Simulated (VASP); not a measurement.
Input:

```xyz
2
Lattice="0.0000 3.0447 3.0447 3.0447 0.0000 3.0447 3.0447 3.0447 0.0000" Properties=species:S:1:pos:R:3 pbc="T T T"
Eu     0.0000     0.0000     0.0000
S      3.0447     3.0447     3.0447
```

These are PBE GGA, VASP's PBE PAW potentials (set 64) (plane waves; VASP) values and carry that method's errors. Numerical set-up: 400 eV cut-off, 7×7×7 Γ-centred mesh, Gaussian smearing of 0.050 eV, potentials Eu_2 S.

The 4f electrons are frozen in the core of the lanthanide potential, so 4f levels, which can set the real gap, and their magnetism are missing.

Q: What does the run give for the energy per atom (σ→0), pressure?

A: 
energy per atom (σ→0): -5.271 eV/atom
pressure: -4.88 GPa

The compound is EuS in the rock salt structure. The cell was not relaxed at this level.
